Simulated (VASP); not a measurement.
Data:

```
CELL_PARAMETERS angstrom
     -2.78262     2.78262     2.78262
      2.78262    -2.78262     2.78262
      2.78262     2.78262    -2.78262
ATOMIC_POSITIONS crystal
  Rb 0.00000 0.00000 0.00000
```

These are PBE GGA, VASP's PBE PAW potentials (set 64) (plane waves; VASP 6.6.1) values and carry that method's errors. Run with 420 eV cut-off, 10×10×10 Γ-centred mesh, Gaussian smearing of 0.10 eV, potentials Rb_sv.

Energy and stress use the plane-wave basis of the starting cell.

Question: The ions, cell shape and volume are relaxed. What does this cell relax into?

Answer: 
```
CELL_PARAMETERS angstrom
     -2.83216     2.83216     2.83216
      2.83216    -2.83216     2.83216
      2.83216     2.83216    -2.83216
ATOMIC_POSITIONS crystal
  Rb 0.00000 0.00000 0.00000
```
Space group Im-3m (229), at a tolerance of 0.03 Å.

Question: How do energy and volume change from the first to the last step?

Answer: The energy (σ→0) changes by -2.5 meV/atom and the volume by +5.4 %, in 3 ionic steps.

The structure is a typed Rb crystal. This run relaxes it. Symmetry was kept, so distortions that lower it aren't found. The run is one of a series of settings (EDIFF = 1E-09, EDIFFG = -0.005, ENCUT = 420, IBRION = 2, ISIF = 3, NSW = 50, KPOINTS 10×10×10 Γ-centred mesh against the base run), some of them coarse on purpose.
